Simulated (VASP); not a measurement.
Runs of VASP 6.6.1 on ZnGaP. The structure is hexagonal, space group P-6m2 (No. 187). The conventional cell has a = 4.016 Å, b = 4.016 Å, c = 4.404 Å, α = 90.00°, β = 90.00°, γ = 120.00°. Zn (site symmetry -6m2) has 3 P at 2.32 Å as nearest neighbours. Around Ga (site symmetry -6m2) lie 6 Zn at 3.20 Å and 6 P at 3.20 Å. P (site symmetry -6m2) has 3 Zn at 2.32 Å as nearest neighbours. The cell was built by a generator and needn't be a form met in nature.

| smearing | share of exact exchange | other keys | gap on the mesh (eV) | pressure (GPa) |
| --- | --- | --- | --- | --- |
| fermi-dirac 0.05 eV | 0.5 | - | (b) | 1.2 |
| fermi-dirac 0.05 eV | 0.15 | - | 0.17 | 1.2 |
| fermi-dirac 0.05 eV | 0.3 | - | 0.22 | 1.2 |
| fermi-dirac 0.05 eV | 0.1 | - | 0.16 | 1.3 |
| fermi-dirac 0.05 eV | 0.2 | - | 0.19 | 1.2 |
| fermi-dirac 0.05 eV | 0.05 | - | 0.16 | 1.3 |
| tetrahedron | 0.05 | ISMEAR = -5; SIGMA = 0.5; NBANDS = 17 | (a) | 1.7 |
| fermi-dirac 0.05 eV | 0.25 | - | 0.20 | 1.2 |

Alike in all rows: task single point; level HSE(alpha, omega); potentials or basis VASP PAW PBE potentials, release 64 (Zn, Ga_d, P); no spin polarisation; cell as given; k mesh 4 × 4 × 3; cutoff (eV) 520; the mesh is coarse, so values aren't converged.

Q: Estimate the missing entries.

A: (a) 0.15; (b) 0.34.

Caveats: all runs use coarse meshes; the PAW data sets were made with another functional, which shifts forces and pressure a little; an odd mesh through Γ misses points on the zone boundary, where band edges often lie.

A k mesh can miss the band edges, and the runs leave out spin-orbit coupling on Ga.
